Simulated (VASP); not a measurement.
Data:

```
CELL_PARAMETERS angstrom
      4.19821     0.00000     0.00000
      0.00000     4.19821     0.00000
      0.00000     0.00000     4.19821
ATOMIC_POSITIONS crystal
  Cs 0.00000 0.00000 0.00000
  Br 0.50000 0.50000 0.50000
```

These are optB88-vdW, VASP's PBE PAW potentials (set 64) (plane waves; VASP 6.6.1) values and carry that method's errors. Run with 520 eV cut-off, 6×6×6 Γ-centred mesh, Gaussian smearing of 0.050 eV, potentials Cs_sv Br.

**Question.** The job: CsBr (CsCl type), 2 atoms, optB88-vdW, static run, 520 eV, 6×6×6 Γ-centred mesh. Roughly how much core time does it take on a busy server core?

**Answer.** About 60 core-seconds (one run on a shared machine, a rough figure). It had 20 irreducible k-points, 12 bands, up to 2011 plane waves and 13 electronic steps.

The compound is CsBr in the CsCl type structure. This cell is one point of a volume scan, at 0.94 of the reference volume.
